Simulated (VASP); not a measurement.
Here is the system:

```
CELL_PARAMETERS angstrom
      0.00000     2.91518     2.91518
      2.91518     0.00000     2.91518
      2.91518     2.91518     0.00000
ATOMIC_POSITIONS crystal
  Al 0.25000 0.25000 0.25000
  Al 0.75000 0.75000 0.75000
  Pt 0.00000 0.00000 0.00000
```

All values below come from PBEsol GGA, VASP's PBE PAW potentials (set 64) (plane waves; VASP 6.6.1). Run with 500 eV cut-off, 9×9×9 Γ-centred mesh, first-order Methfessel-Paxton smearing of 0.10 eV, potentials Al Pt.

Energy and stress use the plane-wave basis of the starting cell.

Q: The ions, cell shape and volume at an external pressure of 10.0 GPa are relaxed. Predict the relaxed structure.

A: 
```
CELL_PARAMETERS angstrom
      0.00000     2.88718     2.88718
      2.88718     0.00000     2.88718
      2.88718     2.88718     0.00000
ATOMIC_POSITIONS crystal
  Al 0.25000 0.25000 0.25000
  Al 0.75000 0.75000 0.75000
  Pt 0.00000 0.00000 0.00000
```
Space group Fm-3m (225), at a tolerance of 0.03 Å.

Q: How do energy and volume change from the first to the last step?

A: The energy (σ→0) changes by +21.8 meV/atom and the volume by -2.9 %, in 3 ionic steps.

| step | E(σ→0) (eV) | max force (eV/Å) | pressure (GPa) | volume (Å³) |
|---|---|---|---|---|
| 1 | -17.7499 | 0.000 | 5.00 | 49.55 |
| 2 | -17.4867 | 0.000 | 19.32 | 45.94 |
| 3 | -17.6846 | 0.000 | 9.94 | 48.13 |

The compound is PtAl2 in the fluorite structure. This run relaxes it under an external pressure of 10 GPa. Symmetry was kept, so distortions that lower it aren't found.
